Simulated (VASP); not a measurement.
Input:

```xyz
2
Lattice="0.0000 2.6352 2.6352 2.6352 0.0000 2.6352 2.6352 2.6352 0.0000" Properties=species:S:1:pos:R:3 pbc="T T T"
Mn     0.0000     0.0000     0.0000
S      2.6352     2.6352     2.6352
```
Starting moments (μB, in the order of the record's atoms Mn S): 4.0 0.0.

Computed with r2SCAN meta-GGA, VASP's PBE PAW potentials (set 64) (plane waves; VASP). Settings: 400 eV cut-off, 11×11×11 Γ-centred mesh, first-order Methfessel-Paxton smearing of 0.10 eV, potentials Mn_pv S.

Energy and stress use the plane-wave basis of the starting cell. The moments were started parallel, and other spin orders were not tried in this run.

**Question.** The ions, cell shape and volume are relaxed. Which structure does the run end with?

**Answer.** 
```xyz
2
Lattice="0.0000 2.6062 2.6062 2.6062 0.0000 2.6062 2.6062 2.6062 0.0000" Properties=species:S:1:pos:R:3 pbc="T T T"
Mn     0.0000     0.0000     0.0000
S      2.6062     2.6062     2.6062
```
Space group Fm-3m (225), at a tolerance of 0.03 Å. The cell ends with 4.99 μB, on the sites 4.50 0.14 μB.

**Question.** How do energy and volume change from the first to the last step?

**Answer.** The energy (σ→0) changes by -4.8 meV/atom and the volume by -3.3 %, in 3 ionic steps.

The structure was generated: MnS was put into the rock salt type (Fm-3m), which need not be its known phase. This run relaxes it. Symmetry was kept, so distortions that lower it aren't found.
